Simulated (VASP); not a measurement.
Here is the system:

```yaml
crystal:
  lattice:
    - [2.74626, 0.00000, 0.00000]
    - [-1.37313, 2.37833, 0.00000]
    - [0.00000, 0.00000, 4.44271]
  atoms:
    - { symbol: Re, position: [0.33333, 0.66667, 0.25000] }
    - { symbol: Re, position: [0.66667, 0.33333, 0.75000] }
```

All values below come from PBE GGA, VASP's PBE PAW potentials (set 64) (plane waves; VASP). Settings: 300 eV cut-off, 14×14×8 Γ-centred mesh, Gaussian smearing of 0.14 eV, potentials Re.

Give the energies of bands 1 to 10 at the high-symmetry points, in eV from the Fermi level.

| band | Γ | M | K | A | L | H |
|---|---|---|---|---|---|---|
| 1 | -9.93 | -6.06 | -5.29 | -7.56 | -6.36 | -4.60 |
| 2 | -6.69 | -5.89 | -4.07 | -7.56 | -6.36 | -4.60 |
| 3 | -1.61 | -5.32 | -4.07 | -2.40 | -4.15 | -3.77 |
| 4 | -1.58 | -1.94 | -3.38 | -2.40 | -4.15 | -3.77 |
| 5 | -1.58 | -1.70 | -2.14 | -1.71 | 0.43 | -2.15 |
| 6 | -0.74 | -1.38 | -2.14 | -1.71 | 0.43 | -2.15 |
| 7 | -0.74 | -0.59 | -0.01 | -1.71 | 0.99 | 0.09 |
| 8 | 0.23 | 4.08 | 3.10 | -1.71 | 0.99 | 0.09 |
| 9 | 0.23 | 4.47 | 3.10 | 2.62 | 4.40 | 3.46 |
| 10 | 0.66 | 4.63 | 3.57 | 2.62 | 4.41 | 3.46 |

It has no gap at this level: it comes out as a metal or semimetal.

The structure comes from a computed database's Re entry; how it stands against other phases isn't given here. The cell was not relaxed at this level.
